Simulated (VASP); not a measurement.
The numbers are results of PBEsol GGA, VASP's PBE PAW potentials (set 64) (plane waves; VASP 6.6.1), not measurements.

The input files of a VASP run:

**KPOINTS**
```
Regular mesh
0
gamma
 8 8 8
0 0 0
```

**INCAR**
```
ALGO  =  Normal
EDIFF  =  1E-7
ENCUT  =  480
GGA  =  PS
ISIF  =  2
ISMEAR  =  1
LASPH  =  T
LCHARG  =  F
LMAXMIX  =  6
LREAL  =  F
LWAVE  =  F
NELM  =  100
PREC  =  Accurate
SIGMA  =  0.1
SYSTEM  =  HoSi
```

POSCAR:
```
HoSi
1.0
  2.0974696838  -5.1891894173   0.0000000000
  2.0974696838   5.1891894173   0.0000000000
  0.0000000000   0.0000000000   3.7908897984
Ho Si
2 2
Cartesian
  2.0974696838   3.7340625877   0.9477224496
  2.0974696838  -3.6340625871   2.8431673488
  2.0974696838   0.7968256956   0.9477224496
  2.0974696838  -0.7968256956   2.8431673488
```

POTCAR, in this order: Ho_3 Si (PBE.64 set). Program: vasp_std.

The 4f electrons are frozen in the core of the lanthanide potential, so 4f levels, which can set the real gap, and their magnetism are missing.

Task: What does the run give for the energy per atom (σ→0), largest force, band gap (on the k-mesh)?

Result: 
The energy per atom (σ→0) is -6.237 eV/atom, the band gap (on the k-mesh) comes out as none (metal, semimetal or under 0.01 eV) and the largest force is 0.02885 Ry/bohr.

**OSZICAR**
```
...
DAV:   8    -0.249468074387E+02    0.81388E-02   -0.42168E-02  6171   0.153E+00    0.368E-01
DAV:   9    -0.249467172935E+02    0.90145E-04   -0.33562E-03  6084   0.448E-01    0.236E-01
DAV:  10    -0.249466914086E+02    0.25885E-04   -0.35106E-04  5497   0.122E-01    0.115E-01
DAV:  11    -0.249466904429E+02    0.96572E-06   -0.33036E-05  5780   0.415E-02    0.261E-02
DAV:  12    -0.249466898204E+02    0.62241E-06   -0.27204E-06  5762   0.144E-02    0.104E-02
DAV:  13    -0.249466896575E+02    0.16299E-06   -0.66234E-07  5356   0.685E-03    0.987E-04
DAV:  14    -0.249466896751E+02   -0.17683E-07   -0.51365E-08  2980   0.270E-03
   1 F= -.24946690E+02 E0= -.24947141E+02  d E =0.135507E-02
```

The structure comes from a computed database's HoSi entry (Cmcm); how it stands against other phases isn't given here. This cell was strained or had an atom moved on purpose.
